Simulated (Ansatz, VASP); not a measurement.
# Two plane-wave programs on CoH2Pd

```
Pd Co H
1.0
     1.38213    2.39392    0.00000
    -1.38213    2.39392    0.00000
     0.00000   -1.59595    4.87001
Pd Co H
1 1 2
Direct
  0.00000 0.00000 0.00000
  0.50000 0.50000 0.50000
  0.12219 0.12219 0.36656
  0.87781 0.87781 0.63344
```

Alike in both runs: functional PBE; k mesh 7 × 7 × 7; occupations fermi-dirac, width 0.0176 eV; no spin polarisation.

Ansatz relaxed the structure, and its values are those at the end. VASP's run is a single point on that final structure, the one shown.

```csv
,VASP,Ansatz
version,VASP 6.6.1,Ansatz 0.2.0
potentials or method,"VASP PAW PBE potentials, release 64 (Pd, Co, H)",PAW plane waves
plane-wave cutoff (eV),520,420
valence electrons in the cell,21,37
```

```csv
,VASP,Ansatz,Ansatz less VASP
gap on the k mesh at the Fermi level (eV),none,none,-
pressure (GPa),-0.2,0.0,+0.16
```

A gap of «none» marks a metal or a gap that the smearing closes. The two sets of potentials don't hold the same shells in valence.

Caveats: the k mesh is coarse (spacing up to 0.38 Å⁻¹), so the values aren't converged. Spin polarisation is off, so any magnetic state and its effect on volume and gap are missing.
